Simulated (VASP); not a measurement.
Consider the following.

```yaml
crystal:
  lattice:
    - [-3.06707, 3.06707, 3.06707]
    - [3.06707, -3.06707, 3.06707]
    - [3.06707, 3.06707, -3.06707]
  atoms:
    - { symbol: Cs, position: [0.00000, 0.00000, 0.00000] }
```

These are PW91 GGA, VASP's PBE PAW potentials (set 64) (plane waves; VASP) values and carry that method's errors. Numerical set-up: 520 eV cut-off, Gaussian smearing of 0.050 eV, potentials Cs_sv.

Give the energies of bands 5 to 7 at the high-symmetry points, in eV from the Fermi level.

```
band      Γ     H     N     P
----  -----  ----  ----  ----
5     -1.69  0.63  0.02  0.97
6      2.44  0.63  0.87  0.97
7      2.44  2.99  1.61  0.97
```

It has no gap at this level: it comes out as a metal or semimetal.

The compound is Cs in the bcc structure. It was relaxed first.
